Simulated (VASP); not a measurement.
Method: PBEsol GGA, VASP's PBE PAW potentials (set 64) (plane waves; VASP).

The input files of a VASP run:

File POSCAR:
```
Zn3CdSe4
1
    4.0588466297     0.0000000000     0.0000000000
    0.0000000000     4.0674747934     5.7504067447
    0.0000000000    -4.0674747934     5.7504067447
Zn Cd Se
3 1 4
Direct
  0.0000000000   0.9993755935   0.9993755935
  0.5000000000   0.9980119812   0.5018043702
  0.5000000000   0.5018043702   0.9980119812
  0.0000000000   0.5017100496   0.5017100496
  0.5000000000   0.3627552548   0.3627552548
  0.0000000000   0.3692517625   0.8922911853
  0.0000000000   0.8922911853   0.3692517625
  0.5000000000   0.8747898031   0.8747898031
```

### INCAR
```
NELM  =  100   ! most electronic steps
SIGMA  =  0.01   ! width (eV)
ISMEAR  =  0   ! Gaussian
ALGO  =  Normal   ! blocked Davidson
LREAL  =  .False.
LMAXMIX  =  4   ! l cut-off of mixed one-centre charges
ENCUT  =  400   ! plane-wave cut-off (eV)
GGA  =  PS   ! PBEsol
SYSTEM  =  Zn3CdSe4
PREC  =  Accurate
NEDOS  =  1001   ! DOS grid
NBANDS  =  129
LCHARG  =  .False.
EDIFF  =  1E-7
LASPH  =  .True.
LOPTICS  =  .True.
CSHIFT  =  0.1
LWAVE  =  .False.
```

**KPOINTS**
```
K-points
0
G
12 8 8
```

POTCAR, in this order: Zn Cd Se (PBE.64 set). Program: vasp_std.

What VASP printed:

**OSZICAR**
```
       N       E                     dE             d eps       ncg     rms          rms(c)
DAV:   1     0.532044640249E+03    0.53204E+03   -0.19455E+04 38222   0.505E+02
DAV:   2     0.488125151587E+02   -0.48323E+03   -0.42302E+03 38006   0.159E+02
DAV:   3    -0.252959855453E+02   -0.74109E+02   -0.70417E+02 43810   0.617E+01
DAV:   4    -0.276539915321E+02   -0.23580E+01   -0.23479E+01 43579   0.114E+01
DAV:   5    -0.276626277586E+02   -0.86362E-02   -0.86353E-02 43244   0.680E-01    0.110E+01
DAV:   6    -0.264612436877E+02    0.12014E+01   -0.55479E-01 53265   0.121E+01    0.808E+00
DAV:   7    -0.263615658872E+02    0.99678E-01   -0.29614E-01 44587   0.199E+00    0.371E+00
DAV:   8    -0.263545918141E+02    0.69741E-02   -0.33453E-02 43700   0.984E-01    0.508E-01
DAV:   9    -0.263533956054E+02    0.11962E-02   -0.49424E-03 42308   0.226E-01    0.191E-01
DAV:  10    -0.263534834480E+02   -0.87843E-04   -0.97740E-04 42900   0.843E-02    0.704E-02
DAV:  11    -0.263535129356E+02   -0.29488E-04   -0.46595E-05 43060   0.433E-02    0.419E-02
DAV:  12    -0.263535485353E+02   -0.35600E-04   -0.22488E-05 41420   0.218E-02    0.894E-03
DAV:  13    -0.263535512135E+02   -0.26782E-05   -0.35944E-06 44444   0.117E-02    0.306E-03
DAV:  14    -0.263535518138E+02   -0.60028E-06   -0.96001E-07 41276   0.487E-03    0.220E-03
DAV:  15    -0.263535517651E+02    0.48629E-07   -0.20094E-07 41884   0.308E-03
   1 F= -.26353552E+02 E0= -.26353552E+02  d E =-.771047E-21
 imaginary and real dielectric function
```

**OUTCAR**
```
------------------------ aborting loop because EDIFF is reached ----------------------------------------
  FORCE on cell =-STRESS in cart. coord.  units (eV):
  Direction    XX          YY          ZZ          XY          YZ          ZX
  --------------------------------------------------------------------------------------
  Total       -0.0947745     -0.0207554      0.0486147      0.0000000      0.0000000      0.0000000
  in kB       -0.7997348     -0.1751405      0.4102253      0.0000000      0.0000000      0.0000000
  external PRESSURE =      -0.1882166 kB  Pullay stress =       0.0000000 kB
  volume of cell :      189.87
      direct lattice vectors                 reciprocal lattice vectors
     4.058846630  0.000000000  0.000000000     0.246375409  0.000000000  0.000000000
     0.000000000  4.067474793  5.750406745     0.000000000  0.122926392  0.086950371
     0.000000000 -4.067474793  5.750406745     0.000000000 -0.122926392  0.086950371
 POSITION                                       TOTAL-FORCE (eV/Angst)
 -----------------------------------------------------------------------------------
      0.00000      0.00000     11.49363         0.000000      0.000000     -0.006055
      2.02942      2.01831      8.62455         0.000000     -0.005852      0.003109
      2.02942     -2.01831      8.62455         0.000000      0.005852      0.003109
      0.00000      0.00000      5.77007         0.000000      0.000000      0.009554
      2.02942      0.00000      4.17198         0.000000      0.000000     -0.000870
      0.00000     -2.12745      7.25439         0.000000     -0.002405     -0.005420
      0.00000      2.12745      7.25439         0.000000      0.002405     -0.005420
      2.02942      0.00000     10.06079         0.000000      0.000000      0.001992
 -----------------------------------------------------------------------------------
    total drift:                                0.000000     -0.000001     -0.001255
  FREE ENERGIE OF THE ION-ELECTRON SYSTEM (eV)
  ---------------------------------------------------
  free  energy   TOTEN  =       -26.3535517651 eV

  energy  without entropy=      -26.3535517651  energy(sigma->0) =      -26.35355177

 plasma frequency squared (from intraband transitions) (eV^2)
  --------------------------------------------------------------------------------------
       0.000       0.000       0.000
       0.000       0.000       0.000
       0.000       0.000       0.000

 plasma frequency squared (from interband transitions, int dw w eps(2)(w)) (eV^2)
  --------------------------------------------------------------------------------------
     298.358       0.000       0.000       0.000       0.000       0.000
       0.000       0.000     298.273       0.000       0.000       0.000
       0.000       0.000       0.000       0.000     298.299       0.000
```
(Selected blocks of OUTCAR.)

The dielectric response may not be converged in the k-mesh; for small gaps it tends to come out too large.

The structure comes from a computed database's Zn3CdSe4 entry (Amm2); how it stands against other phases isn't given here. It was relaxed first, which changed the volume by -6 %.
